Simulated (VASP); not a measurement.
An input for Quantum ESPRESSO's pw.x (written as the equivalent of a VASP run, and not itself run):

```
&CONTROL
  calculation = 'vc-relax'
  pseudo_dir = './pseudo'
  outdir = './out'
  tprnfor = .true.
  tstress = .true.
  nstep = 60
  forc_conv_thr = 0.00078
/
&SYSTEM
  ibrav = 0
  nat = 4
  ntyp = 2
  ecutwfc = 84
  occupations = 'smearing'
  smearing = 'gaussian'
  degauss = 0.003675
  input_dft = 'rpbe'
/
&ELECTRONS
  conv_thr = 7.3e-08
  electron_maxstep = 100
/
&IONS
/
&CELL
/
ATOMIC_SPECIES
  Al 26.982 Al.upf
  N 14.007 N.upf
CELL_PARAMETERS angstrom
     1.5736171   -2.7255848    0.0000000
     1.5736171    2.7255848   -0.0000000
     0.0000000    0.0000000    5.0376212
ATOMIC_POSITIONS crystal
  Al   0.6666670  0.3333330  0.5000178
  Al   0.3333330  0.6666670  0.0000178
  N    0.6666670  0.3333330  0.8819822
  N    0.3333330  0.6666670  0.3819822
K_POINTS automatic
  7 7 4 0 0 0
```

Q: Translate this input to VASP (INCAR, KPOINTS, POSCAR, choice of POTCAR).

A: One answer among several that fit: 
INCAR:
```
# general
SYSTEM  =  AlN
PREC    =  Accurate
ENCUT   =  520   # plane-wave cut-off (eV)
LREAL   =  .FALSE.   # projection in real space or not
LASPH   =  .TRUE.   # aspherical one-centre terms

# electronic loop
EDIFF   =  1E-6
NELM    =  100   # most electronic steps
ALGO    =  Normal

# smearing
ISMEAR  =  0
SIGMA   =  0.05   # width (eV)

# functional
GGA     =  RP   # RPBE

# ions
IBRION  =  2
NSW     =  60   # most ionic steps
ISIF    =  3
EDIFFG  =  -0.02   # ionic stop

# output
LWAVE   =  .FALSE.
LCHARG  =  .FALSE.
```

### KPOINTS
```
Regular mesh
0
G
  7 7 4
0 0 0
```

**POSCAR**
```
AlN
1.0
  1.5736171298  -2.7255848145   0.0000000000
  1.5736171298   2.7255848145   0.0000000000
  0.0000000000   0.0000000000   5.0376212108
Al N
2 2
Cart
  1.5736171298  -0.9085300886   2.5189003068
  1.5736171298   0.9085300886   0.0000897014
  1.5736171298  -0.9085300886   4.4430922065
  1.5736171298   0.9085300886   1.9242816011
```

POTCAR, in this order: Al N (PBE.64 set). Program: vasp_std.

What does not carry over: the potentials are each code's own (VASP's PAW set, PseudoDojo norm-conserving files in pw.x), so ENCUT and ecutwfc are chosen apart and not converted; conv_thr bounds pw.x's estimated SCF error, while EDIFF bounds the energy change between steps; forc_conv_thr acts on force components and is met together with etot_conv_thr.

The compound is AlN in the wurtzite structure. It was relaxed first. The start is the result of an earlier pass.
